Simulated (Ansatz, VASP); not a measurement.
Given: the input of a run of VASP 6.6.1 on ScSi2.

Contents of INCAR:

```
PREC = Accurate
ENCUT = 520
EDIFF = 1E-7
ISMEAR = -1
SIGMA = 0.05
LREAL = False
LASPH = True
NELM = 80
ALGO = Normal
ISIF = 2
LWAVE = False
LCHARG = False
GGA = PE
NBANDS = 16
```

Contents of KPOINTS:

```
Automatic mesh
0
Gamma
  8 8 7
```

The input POSCAR:

```
ScSi2
1.0
    3.7317829301      0.0000000000      0.0000000000
   -1.8658914650      3.2318188189      0.0000000000
    0.0000000000      0.0000000000      3.9459016228
Sc Si
1 2
Direct
    0.0000000000      0.0000000000      0.0000000000
    0.6666666667      0.3333333333      0.5000000000
    0.3333333333      0.6666666667      0.5000000000
```

Potentials or basis: VASP PAW PBE potentials, release 64 (Sc_sv, Si).

Run with:

```sh
$ cat potpaw_PBE.64/Sc_sv/POTCAR potpaw_PBE.64/Si/POTCAR > POTCAR
$ mpirun -np 1 vasp_std > vasp.out
```

Task: Set up the same calculation for Ansatz 0.2.0. Potentials there: Ansatz PAW.

Result: As run (the cutoff follows the program's own potentials):

The input input.yaml:

```yaml
crystal:
  lattice:
    - [3.7317829301, 0.0, 0.0]
    - [-1.865891465, 3.2318188189, 0.0]
    - [0.0, 0.0, 3.9459016228]
  atoms:
    - { symbol: Sc, position: [0.0, 0.0, 0.0] }
    - { symbol: Si, position: [0.6666666667, 0.3333333333, 0.5] }
    - { symbol: Si, position: [0.3333333333, 0.6666666667, 0.5] }
hamiltonian:
  xc: pbe
  pseudopotentials: { kind: paw }
kpoints:
  mp_grid: { grid: [8, 8, 7] }
scf:
  occupations: { method: fermi_dirac, width: 0.05 }
output:
  forces: true
  stress: true
  eigenvalues: true
```

Potentials or basis: Ansatz PAW.

The run is started by

```console
$ ansatz run input.yaml --threads 1 --pin off --max-ram 3584MiB --backend cpu --events-out ev --progress --plain --runs-dir out
```

Both were run:

|  | VASP | Ansatz | Ansatz less VASP |
| --- | --- | --- | --- |
| gap on the k mesh at the Fermi level (eV) | none | none | - |
| pressure (GPa) | 14.8 | 14.8 | 0.00 |
| largest component of the traceless stress (GPa) | 18.57 | 18.73 | +0.157 |

A gap of «none» marks a metal or a gap that the smearing closes.
